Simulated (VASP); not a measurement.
Set up this calculation in VASP 6.6.1, as the native input.

| Item | Value |
| --- | --- |
| Task | relaxation of the atoms |
| Functional | RPBE |
| Potentials or basis | VASP PAW PBE potentials, release 64 (Ru_pv) |
| Cutoff | 450 eV |
| k mesh | 6 × 6 × 1 |
| Occupations | methfessel-paxton, width 0.1 eV |
| Spin | no spin polarisation |
| Dipole correction | yes |
| Atoms held fixed (from 0) | [0, 1, 2] |
| Further INCAR settings | PREC = Normal; LREAL = Auto; ALGO = Normal; EDIFF = 1e-06; IBRION = 2; EDIFFG = -0.03; NSW = 90 |

The structure of Ru lies in POSCAR:

```
Ru
1.0
    4.7305780000      0.0000000000      0.0000000000
   -2.3652890000      4.0968000000      0.0000000000
    0.0000000000      0.0000000000     21.3200290000
Ru
9
Selective dynamics
Direct
    0.3333330000      0.3333330000      0.3986861400  F F F
    0.6666663300      0.9999996700      0.3986861400  F F F
    0.9999996700      0.6666663300      0.3986861400  F F F
    0.6666670000      0.6666670000      0.5000000000  T T T
    0.0000003300      0.3333336700      0.5000000000  T T T
    0.3333336700      0.0000003300      0.5000000000  T T T
    0.3333330000      0.3333330000      0.6013138600  T T T
    0.6666663300      0.9999996700      0.6013138600  T T T
    0.9999996700      0.6666663300      0.6013138600  T T T
```

One way to write it, as run:

INCAR

```
PREC = Normal
ENCUT = 450
EDIFF = 1E-6
ISMEAR = 1
SIGMA = 0.1
LREAL = Auto
LASPH = True
NELM = 80
ALGO = Normal
ISIF = 2
LWAVE = False
LCHARG = False
LDIPOL = True
IDIPOL = 3
DIPOL = 0.5 0.5 0.500
GGA = RP
IBRION = 2
NSW = 90
EDIFFG = -0.03
KPAR = 4
```

KPOINTS

```
regular mesh
0
Gamma
  6 6 1
```

Potentials or basis: VASP PAW PBE potentials, release 64 (Ru_pv).

Launch:

```bash
$ cat potpaw_PBE.64/Ru_pv/POTCAR > POTCAR
$ mpirun -np 4 vasp_std > vasp.out
```

Results of the run:

```yaml
Energy_gained_by_relaxing: 26.3 meV/atom
Ionic_steps: 7
Band_gap_on_the_k_mesh: none (metal or under the smearing width)
```

Run time: 2.8 min on 4 MPI ranks on Intel(R) Xeon(R) Platinum 8559C (Emerald Rapids), with other jobs on the host, peak memory 0.35 GiB a rank.
